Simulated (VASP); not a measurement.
Crystal: MgTi3O4.

```
Mg Ti O
1.0
    -3.01390    3.01390    3.01390
     3.01390   -3.01390    3.01390
     3.01390    3.01390   -3.01390
Mg Ti O
1 3 4
Direct
  0.00000 0.00000 0.00000
  0.00000 0.50000 0.50000
  0.50000 0.00000 0.50000
  0.50000 0.50000 0.00000
  0.50000 0.50000 0.50000
  0.00000 0.00000 0.50000
  0.00000 0.50000 0.00000
  0.50000 0.00000 0.00000
```

The cell was built by a generator and needn't be a form met in nature.

| Quantity | Value |
| --- | --- |
| Program | VASP 6.6.1 |
| Task | relaxation of cell and atoms |
| Functional | PBE |
| Potentials or basis | VASP PAW PBE potentials, release 64 (Mg, Ti_sv, O) |
| Cutoff | 520 eV |
| k mesh | 3 × 3 × 3 |
| Occupations | gaussian, width 0.15 eV |
| Spin | no spin polarisation |

At the start: pressure -32.3 GPa; volume 13.69 Å³/atom.

Question: How do energy, volume and symmetry change on relaxing?

Answer: Over 3 steps the energy falls by 632.9 meV/atom and the volume is 9.28 Å³/atom (-32.2 %); space group Im-3m (No. 229, to 0.05 Å).

The path:
| step | energy change (eV) | largest force (eV/Å) | pressure (GPa) | volume (Å³) |
| --- | --- | --- | --- | --- |
| 1 | 0.0000 | 0.0000 | -32.27 | 109.51 |
| 2 | -4.9873 | 0.0000 | 8.48 | 71.37 |
| 3 | -5.0635 | 0.0000 | 0.34 | 74.21 |

Final structure:
```
Mg Ti O
1.0
    -2.64725    2.64725    2.64725
     2.64725   -2.64725    2.64725
     2.64725    2.64725   -2.64725
Mg Ti O
1 3 4
Direct
  0.00000 0.00000 0.00000
  0.00000 0.50000 0.50000
  0.50000 0.00000 0.50000
  0.50000 0.50000 0.00000
  0.50000 0.50000 0.50000
  0.00000 0.00000 0.50000
  0.00000 0.50000 0.00000
  0.50000 0.00000 0.00000
```

Caveat: the k mesh is coarse (spacing up to 0.49 Å⁻¹), so the values aren't converged; the volume moved by over 15 % at a fixed basis, so the end points are rough; the relaxation stopped at a loose force limit of 0.08 eV/Å, so its end isn't a converged minimum.
